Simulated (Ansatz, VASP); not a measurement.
# Ta (Tantalum) in two plane-wave programs

Aim: how closely do two programs agree when they are given the same cell, functional and k mesh? The cell is taken from a series of runs on this material, whose earlier steps may have relaxed, scaled, displaced or heated it; both programs get it as it stands.

Program: Ansatz 0.2.0. Level of theory: plane waves, with VASP 6.6.1 beside it; single point at r2SCAN. Results are calculated unless marked as measured.

### 1. Set-up

Symmetry: Im-3m, No. 229, cubic system. Conventional cell: a = 3.291 Å, b = 3.291 Å, c = 3.291 Å, α = 90.00°, β = 90.00°, γ = 90.00°. Nearest to Ta lie 8 Ta at 2.85 Å.

As a file:

```xyz
1
Lattice="-1.6455 1.6455 1.6455 1.6455 -1.6455 1.6455 1.6455 1.6455 -1.6455" Properties=species:S:1:pos:R:3 pbc="T T T"
Ta    0.0000    0.0000    0.0000
```

### 2. VASP: single point, r2SCAN

With cell and atoms fixed, the geometry can't cause a difference; cores, projectors, grids and the points listed under the comparison can.

Lines of VASP's logs that name or quote its potential files are left out, and so is its time.

INCAR

```
SYSTEM = Ta
PREC = Accurate
ENCUT = 520
EDIFF = 1E-06
NELM = 100
ISMEAR = 1
SIGMA = 0.1
LREAL = .FALSE.
ALGO = Normal
METAGGA = R2SCAN
LASPH = .TRUE.
NBANDS = 12
LORBIT = 11
LWAVE = .FALSE.
LCHARG = .FALSE.
KPAR = 2
ISIF = 2
```

POSCAR

```
Ta
1.0
   -1.6454823200      1.6454823200      1.6454823200
    1.6454823200     -1.6454823200      1.6454823200
    1.6454823200      1.6454823200     -1.6454823200
Ta
1
Direct
    0.0000000000      0.0000000000      0.0000000000
```

KPOINTS

```
Automatic mesh
0
Gamma
12 12 12
0 0 0
```

PAW data sets: Ta_sv_GW (PBE family, release 64).

Launch:

```console
mpirun -np 2 vasp_std
```

Numbers of over 12 decimals in the logs are rounded to 6 here.

The log of the run:

```text
[banner, memory and clock lines left out]
running    2 mpi-ranks, on    1 nodes
 distrk:  each k-point on    1 cores,    2 groups
 distr:  one band on    1 cores,    1 groups

 POSCAR found type information on POSCAR Ta
 POSCAR found :  1 types and       1 ions
|                                                                             |
|               ----> ADVICE to this user running VASP <----                  |
|                                                                             |
|     You enforced a specific xc type in the INCAR file but a different       |
|     [... a line on the potential file left out ...]
|     I HOPE YOU KNOW WHAT YOU ARE DOING!                                     |
|                                                                             |

 LDA part: xc-table for (None), standard interpolation
 POSCAR, INCAR and KPOINTS ok, starting setup
 FFT: planning ... GRIDC
 FFT: planning ... GRID_SOFT
 FFT: planning ... GRID
 WAVECAR not read
 entering main loop
       N       E                     dE             d eps       ncg     rms          rms(c)
DAV:   1     0.302252694309E+02    0.30225E+02   -0.83578E+03  1752   0.115E+03
DAV:   2    -0.535287642040E+02   -0.83754E+02   -0.80301E+02  2120   0.279E+02
DAV:   3    -0.557163244269E+02   -0.21876E+01   -0.21636E+01  2052   0.418E+01
DAV:   4    -0.557252812084E+02   -0.89568E-02   -0.89559E-02  1900   0.336E+00
DAV:   5    -0.557253303096E+02   -0.49101E-04   -0.49102E-04  2076   0.213E-01    0.349E+01
DAV:   6    -0.510449499299E+02    0.46804E+01   -0.72407E-01  1780   0.783E+00    0.206E+01
DAV:   7    -0.510657491676E+02   -0.20799E-01   -0.55080E-01  1972   0.707E+00    0.123E+00
DAV:   8    -0.510639129220E+02    0.18362E-02   -0.25234E-02  1820   0.181E+00    0.148E+00
DAV:   9    -0.510663652333E+02   -0.24523E-02   -0.36602E-03  1920   0.757E-01    0.495E-01
DAV:  10    -0.510663275854E+02    0.37648E-04   -0.66482E-05  1992   0.934E-02    0.136E-01
DAV:  11    -0.510663566446E+02   -0.29059E-04   -0.53949E-05  1840   0.795E-02    0.819E-02
DAV:  12    -0.510663557380E+02    0.90660E-06   -0.37710E-07  1248   0.811E-03
   1 F= -.51066356E+02 E0= -.51065753E+02  d E =-.180776E-02
```

Parts of OUTCAR (step 2):

```text
ion  position               nearest neighbor table
   1  0.000  0.000  0.000-

  LATTYP: Found a body centered cubic cell.
 ALAT       =     3.2909646400

 Subroutine GETGRP returns: Found 48 space group operations
 (whereof 48 operations were pure point group operations)

The static configuration has the point symmetry O_h .

 Found     72 irreducible k-points:

   k-points           NKPTS =     72   k-points in BZ     NKDIM =     72   number of bands    NBANDS=     12

   dimension x,y,z NGX =    24 NGY =   24 NGZ =   24
   dimension x,y,z NGXF=    48 NGYF=   48 NGZF=   48

   ENCUT  =  520.0 eV  38.22 Ry    6.18 a.u.   5.30  5.30  5.30*2*pi/ulx,y,z

   NELECT =      13.0000    total number of electrons

 k-points in reciprocal lattice and weights: Automatic mesh
   0.00000000  0.00000000  0.00000000       0.001
   0.08333333  0.00000000  0.00000000       0.007
   0.16666667  0.00000000  0.00000000       0.007
   0.25000000  0.00000000  0.00000000       0.007
   0.33333333  0.00000000  0.00000000       0.007
   0.41666667  0.00000000  0.00000000       0.007
   0.50000000  0.00000000  0.00000000       0.003
   0.08333333  0.08333333  0.00000000       0.014
   0.16666667  0.08333333  0.00000000       0.028
[...]
0.50000000  0.50000000  0.41666667       0.007
   0.50000000  0.50000000  0.50000000       0.001

 average (electrostatic) potential at core
       1 -88.8929

 E-fermi :  10.4206

 k-point     1 :       0.0000    0.0000    0.0000
  band No.  band energies     occupation
      1     -58.5758      2.00000
      2     -23.7120      2.00000
      3     -23.7120      2.00000
      4     -23.7120      2.00000
      5       2.1139      2.00000
      6      11.3214     -0.00000
      7      11.3214     -0.00000
      8      11.3214     -0.00000
      9      14.8426      0.00000
     10      14.8426      0.00000
    ...

 k-point     2 :       0.0833    0.0000    0.0000
  band No.  band energies     occupation
      1     -58.5670      2.00000
      2     -23.8056      2.00000
      3     -23.7406      2.00000
      4     -23.7129      2.00000
      5       2.4376      2.00000
      6      11.1081     -0.00000
      7      11.2469     -0.00000
      8      11.6390     -0.00000
      9      14.5127      0.00000
     10      14.8408      0.00000
    ...

 k-point     3 :       0.1667    0.0000    0.0000
  band No.  band energies     occupation
      1     -58.5431      2.00000
      2     -24.0528      2.00000
      3     -23.8170      2.00000
      4     -23.7149      2.00000
      5       3.3333      2.00000
      6      10.5763     -0.05011
      7      10.9015     -0.00000
      8      12.5690      0.00000
      9      14.1038      0.00000
     10      14.8757      0.00000
    ...

  Total        0.1038043      0.1038043      0.1038043      0.0000000      0.0000000     -0.0000000
  in kB        9.3322499      9.3322499      9.3322499      0.0000000      0.0000000     -0.0000000
  external PRESSURE =       9.3322499 kB  Pullay stress =       0.0000000 kB

  energy-cutoff  :      520.00
  volume of cell :       17.82
      direct lattice vectors                 reciprocal lattice vectors
    -1.645482320  1.645482320  1.645482320     0.000000000  0.303862274  0.303862274
     1.645482320 -1.645482320  1.645482320     0.303862274  0.000000000  0.303862274
     1.645482320  1.645482320 -1.645482320     0.303862274  0.303862274  0.000000000

 POSITION                                       TOTAL-FORCE (eV/Angst)
 -----------------------------------------------------------------------------------
      0.00000      0.00000      0.00000        -0.000000     -0.000000      0.000000
 -----------------------------------------------------------------------------------
    total drift:                                0.000000      0.000000     -0.000000

  FREE ENERGIE OF THE ION-ELECTRON SYSTEM (eV)
  ---------------------------------------------------
  free  energy   TOTEN  =       -51.0663557380 eV

  energy  without entropy=      -51.0645479771  energy(sigma->0) =      -51.06575315

 total charge
# of ion       s       p       d       f       tot
--------------------------------------------------
    1        2.903   6.025   2.341   0.030  11.299

[... 3 further parts left out ...]
```

The run ends at a pressure of 0.93 GPa.

### 3. Ansatz: single point, r2SCAN

Ansatz runs on its default PAW (the set named soft_2) files.

The same cell, functional, mesh and smearing now go to Ansatz, which takes its cutoff from its data sets.

input.yaml

```yaml
crystal:
  lattice:
    - [-1.64548232, 1.64548232, 1.64548232]
    - [1.64548232, -1.64548232, 1.64548232]
    - [1.64548232, 1.64548232, -1.64548232]
  atoms:
    - { symbol: Ta, position: [0.0, 0.0, 0.0] }
hamiltonian:
  xc: r2scan
  pseudopotentials: { kind: paw }
kpoints:
  mp_grid: { grid: [12, 12, 12] }
scf:
  occupations: { method: methfessel_paxton, width: 0.1 }
  n_extra_bands: 4
output:
  forces: true
  stress: true
  eigenvalues: true
```

Launch:

```console
ansatz run input.yaml --threads 2 --pin off --max-ram 4608MiB --backend cpu --events-out ev --progress --plain --runs-dir out
```

The log of the run:

```text
scf.n_extra_bands = 4 over 7 filled bands (N_el = 13.0): the run solves 11 bands
Engine: ansatz 0.2.0, aarch64-unknown-linux-gnu
Pseudopotentials: kind: paw
Pseudopotential: Ta, paw, valence charge 13, recommended cutoff 500 eV (meta_gga), Ta.paw.azcp
Functional definition: r2SCAN
  parameter k0 = 0.174
  parameter k1 = 0.065
  parameter a1 = 4.9479
  exchange = r2scan_x(k0 = k0, k1 = k1, a1 = a1)
  correlation = r2scan_c
Crystal: 1 atoms, lattice volume = 17.821 Å³
Basis set: ecut = 500 eV, 459 PW (Γ), exchange–correlation on 96×96×96 points (64 copies of the dense FFT grid, shifted against one another)
Bands: 11, of which v1, the nominal top of the filled ones, is band 7 counted from 1 (6 counted from 0)
Symmetry: 48 space group operations
Space group: Im-3m (ITA 229), of the structure as read, at distance tolerance 2.6e-5 Å
k-points: 72 of 1728
Non-local potential: Ta, projectors of the file, l = 0: 3, l = 1: 2, l = 2: 2, l = 3: 1
PAW form: soft (Blöchl's): semilocal exchange-correlation on the pseudo side does not see the compensation charge
PAW frozen core: Ta, regenerated for the run's functional (the file was generated under x = pbe(κ = 0.804, μ = 0.219515), c = pbe(β = 0.066725))
PAW one-centre angular grid: Ta, 590 points (default); XC on 160 Gauss nodes
Initial density: superposition of atomic densities (neutral atoms: chi_scale 0, normalization atom), corrected by the library's trained network
Initial wavefunctions: pseudopotential atomic-orbital guess
Functional: x = r2scan, c = r2scan; τ floored in thin density (d = 2e-4 eV/Å³)
SCF iter   1: F=—  HF=-9944.286207 eV  |F-HF|=—  |Δ(HF+E_count)|=         —  Δρ=6.22e-3  dr2=1.83e-3  dr2_τ=1.56e-2  ethr=1.77e-3  ⟨swp⟩=5.4  Hψ=4756  notcnv=0
preconditioner: auto → none  [metal: Δε(μ)=0.026 eV  Ē_g=8.854 eV  σ=0.100 eV  W_gap=0.21  n_scr=0 (ndim 8)  ℏωp=19.7 eV  f_vac=0.000  D(μ)=2.53/eV (n_scr^D=42)]
SCF iter   2: F=—  HF=-9944.303546 eV  |F-HF|=—  |Δ(HF+E_count)|=   1.73e-2  S|Δr|=    0.00e0  Δρ=3.44e-3  dr2=5.59e-4  dr2_τ=2.22e-4  ethr=1.41e-5  ⟨swp⟩=2.1  Hψ=1960  notcnv=0  defer=19
SCF iter   3: F=—  HF=-9944.304275 eV  |F-HF|=—  |Δ(HF+E_count)|=   7.29e-4  S|Δr|=    0.00e0  Δρ=7.63e-4  dr2=2.68e-5  dr2_τ=2.09e-5  ethr=4.30e-6  ⟨swp⟩=3.0  Hψ=1263  notcnv=0  defer=19
SCF iter   4: F=—  HF=-9944.304304 eV  |F-HF|=—  |Δ(HF+E_count)|=   2.91e-5  S|Δr|=    0.00e0  Δρ=5.06e-5  dr2=1.36e-7  dr2_τ=1.68e-7  ethr=2.06e-7  ⟨swp⟩=3.0  Hψ=1235  notcnv=0  defer=19
SCF iter   5: F=-9944.304304 eV  HF=-9944.304304 eV  |F-HF|=1.17e-8  |Δ(HF+E_count)|=   1.10e-7  S|Δr|=    0.00e0  Δρ=1.51e-5  dr2=9.62e-9  dr2_τ=5.28e-9  ethr=7.69e-10  ⟨swp⟩=6.9  Hψ=3642  notcnv=0
SCF 1 converged in 5 iterations: F = -9944.304304 eV  dr2 = 9.62e-9
  greatest PAW one-centre occupation: 0.998 electrons in one spin orbital (limit 2), on the Ta atom at site 0 (counted from 0), in its partial waves of l = 0
SCF converged after 5 iterations
Stability not checked: this state was not tested for a lower state beside it, because cold or Methfessel-Paxton smearing, or corrected tetrahedra, fill the levels in a way that the test cannot read (fill_not_monotonic; see scf.lower_state_search)
Free energy (F): -9944.304304 eV
Harris-Foulkes:  -9944.304304 eV  (|F-HF|=1.17e-8)
Internal energy: -9944.302438 eV  (E = F + TS)
E sigma→0 (E₀):  -9944.303838 eV
Entropy (-TS):   -0.001866 eV (-1.866 meV/atom)
Fermi energy:    18.657819 eV
--- Per-component energies (eV) ---
  E_band       = -113.285896
  E_kinetic    = 367.448909
  E_local      = -541.739387  (includes V_loc(G=0)·N_el)
  E_nonlocal   = 15.208243
  E_hartree    = 188.738677
  E_xc         = -204.563777
  E_vxc        = -222.314425  (∫ρ·V_xc dr)
  E_paw        = -8423.103257  (= ΣΔE_a)
  E_vpaw       = -120.619194  (= ΣTr[D̂ρ^β])
  E_aug_tail   = 0.000083  (compensation charges beyond the density's cutoff)
  E_vtau       = 11.251582  (kinetic-family band-sum trace: ∫τ·v_τ [+ j·A + Jᵃ·Aᵃ] dr)
  E_ewald      = -1345.535648
  E_core_change = -0.756280  (= ΣΔE_core)
  E_smearing   = -0.001866  (= −TS)
  E_closure    = -0.000000  (closes the sum)
  Σ components = -9944.304304   (vs F -9944.304304, Δ=0.00e0)
--- Forces (eV/Å), atoms counted from 1 ---
  atom   1  Ta     0.00000000     0.00000000    -0.00000000
  max |Σ_I F_I| component: 2.62e-32 eV/Å
--- Stress (GPa, compression-positive) ---
        2.143797       0.000000      -0.000000
        0.000000       2.143797      -0.000000
        0.000000      -0.000000       2.143797
  P = ⅓ Tr σ = 2.1438 GPa (21.438 kbar)
--- Band table (eV; the first three rows and the last of 72) ---
  k-point 0: bands = [... 3 lower, -15.4000, 10.3761, 19.5553, 19.5553, 19.5553, 23.0823, 23.0823, 34.0336]
  k-point 1: bands = [... 3 lower, -15.4005, 10.7000, 19.3417, 19.4809, 19.8736, 22.7521, 23.0807, 34.3182]
  k-point 2: bands = [... 3 lower, -15.4020, 11.5934, 18.8094, 19.1360, 20.8054, 22.3428, 23.1162, 34.8100]
  k-point 71: bands = [... 3 lower, -16.2843, 14.7028, 14.7028, 25.9178, 25.9178, 25.9178, 27.7817, 27.7817]
```

Reading the cycles: dr2 is the Hartree energy of the density residual (eV), the measure of convergence; HF is the Harris–Foulkes estimate of the energy, which meets the free energy F at convergence.

The run ends at a pressure of 2.14 GPa.

### 4. Comparison

Known differences besides the potentials themselves: VASP keeps PBE cores, Ansatz makes them for the functional; the cutoff is 500 eV in Ansatz and 520 eV in VASP. Total energies have different zeros and are not compared.

Compared:

```
                                        quantity  Ansatz  VASP  difference
                                  pressure (GPa)    2.14  0.93       +1.21
pressure without Ansatz's Pulay correction (GPa)    2.08  0.93       +1.15
```

Ansatz's pressure holds a Pulay correction of 0.06 GPa; VASP's holds none.

### 5. Summary of results

```
difference in pressure (single point, r2SCAN) : 1.2 GPa
```

**Reading.** The difference in pressure is 1.2 GPa (single point, r2SCAN), beyond the 1 GPa picked in this series as the mark of a large difference. What causes the difference of the single point, r2SCAN pair stays open here. How closely two codes agree says nothing of how well the functional describes the real material.

[Lines on the potential files, build, host, timing and source positions are cut from VASP's logs without a mark.]

[Logs are printed without paths, hosts, clocks, repeated set-up lines and the standing remarks that a program may print on its own settings, such as how far it seeks lower states.]

[Hosts, paths, dates, database ids (printed as entryN), source tags and the programs' standing remarks are cut or masked in the printed files.]
